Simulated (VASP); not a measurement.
Method: AM05 GGA, VASP's PBE PAW potentials (set 64) (plane waves; VASP).

VASP input:

File POSCAR:
```
GaN
1
    1.5905298190    -2.7548784197     0.0000000000
    1.5905298190     2.7548784197     0.0000000000
    0.0000000000     0.0000000000     5.1773251999
Ga N
2 2
Direct
  0.6666670000   0.3333330000   0.5000215750
  0.3333330000   0.6666670000   0.0000215750
  0.6666670000   0.3333330000   0.8769784250
  0.3333330000   0.6666670000   0.3769784250
```

### INCAR
```
# general
SYSTEM  = GaN
PREC    = Accurate
ENCUT   = 520   # plane-wave cut-off (eV)
LREAL   = .FALSE.
LASPH   = .TRUE.
ICHARG  = 11

# electronic loop
EDIFF   = 1E-7   # SCF stop (eV)
NELM    = 100
ALGO    = Normal
LMAXMIX = 4   # l cut-off of mixed one-centre charges

# smearing
ISMEAR  = 0
SIGMA   = 0.05   # width (eV)

# functional
GGA     = AM   # AM05

# output
LWAVE   = .FALSE.
LCHARG  = .FALSE.
LORBIT  = 11
```

KPOINTS:
```
k-points along high-symmetry lines
10
Line-mode
Reciprocal
  0.000000   0.000000   0.000000 ! GAMMA
  0.000000   0.500000   0.000000 ! M

  0.000000   0.500000   0.000000 ! M
 -0.333333   0.666667   0.000000 ! K

 -0.333333   0.666667   0.000000 ! K
  0.000000   0.000000   0.000000 ! GAMMA

  0.000000   0.000000   0.000000 ! GAMMA
  0.000000   0.000000   0.500000 ! A

  0.000000   0.000000   0.500000 ! A
  0.000000   0.500000   0.500000 ! L

  0.000000   0.500000   0.500000 ! L
 -0.333333   0.666667   0.500000 ! H

 -0.333333   0.666667   0.500000 ! H
  0.000000   0.000000   0.500000 ! A

  0.000000   0.500000   0.500000 ! L
  0.000000   0.500000   0.000000 ! M

 -0.333333   0.666667   0.500000 ! H
 -0.333333   0.666667   0.000000 ! K
```

POTCAR, in this order: Ga_d N (PBE.64 set). Program: vasp_std. Read from the step before: CHGCAR.

The resulting files:

File OSZICAR:
```
       N       E                     dE             d eps       ncg     rms          rms(c)
DAV:   1     0.267516790546E+03    0.26752E+03   -0.18561E+04  4144   0.311E+03
DAV:   2     0.881040284058E+01   -0.25871E+03   -0.25132E+03  4308   0.537E+02
DAV:   3    -0.230373996604E+02   -0.31848E+02   -0.31319E+02  4536   0.149E+02
DAV:   4    -0.243367139982E+02   -0.12993E+01   -0.12960E+01  5348   0.310E+01
DAV:   5    -0.243604473914E+02   -0.23733E-01   -0.23714E-01  4560   0.375E+00
DAV:   6    -0.243612351483E+02   -0.78776E-03   -0.78766E-03  6010   0.686E-01
DAV:   7    -0.243612469753E+02   -0.11827E-04   -0.11826E-04  4702   0.635E-02
DAV:   8    -0.243612473607E+02   -0.38538E-06   -0.38538E-06  5828   0.103E-02
DAV:   9    -0.243612473685E+02   -0.78435E-08   -0.78305E-08  3330   0.125E-03
   1 F= -.24361247E+02 E0= -.24361247E+02  d E =-.146923E-15
```

OUTCAR:
```
 val. band max:        5.3065359925   @ k =  -0.0000   0.0000   0.0000

 cond. band min:       7.3198713146   @ k =   0.0000   0.0000   0.0000



 k-point     1 :       0.0000    0.0000    0.0000
  band No.  band energies     occupation
      1     -10.6887      2.00000
      2      -9.7436      2.00000
      3      -8.1382      2.00000
      4      -8.1237      2.00000
      5      -8.1237      2.00000
      6      -8.0608      2.00000
      7      -8.0608      2.00000
      8      -7.8628      2.00000
      9      -7.8628      2.00000
     10      -7.7613      2.00000
     11      -7.7613      2.00000
     12      -6.4841      2.00000
     13      -1.8353      2.00000
     14       4.2530      2.00000
     15       4.2531      2.00000
     16       5.2727      2.00000
     17       5.3065      2.00000
     18       5.3065      2.00000
     19       7.3199      0.00000
     20       9.5863      0.00000
     21      14.5171      0.00000
     22      15.1625      0.00000

 k-point     2 :       0.0000    0.0556    0.0000
  band No.  band energies     occupation
      1     -10.6570      2.00000
      2      -9.7352      2.00000
      3      -8.1364      2.00000
      4      -8.1189      2.00000
      5      -8.1129      2.00000
      6      -8.0575      2.00000
      7      -8.0545      2.00000
      8      -7.8655      2.00000
      9      -7.8633      2.00000
     10      -7.7671      2.00000
     11      -7.7606      2.00000
     12      -6.4618      2.00000
     13      -1.7904      2.00000
     14       4.0100      2.00000
     15       4.1852      2.00000
     16       4.9951      2.00000
     17       5.2433      2.00000
     18       5.2784      2.00000
     19       7.6057      0.00000
     20       9.7949      0.00000
     21      14.4452      0.00000
     22      14.9052      0.00000

 k-point     3 :       0.0000    0.1111    0.0000
  band No.  band energies     occupation
      1     -10.5657      2.00000
      2      -9.7123      2.00000
...
```

The density is held fixed in this step, so its total energy and stress have no physical meaning.

The compound is GaN in the wurtzite structure. It was relaxed first.
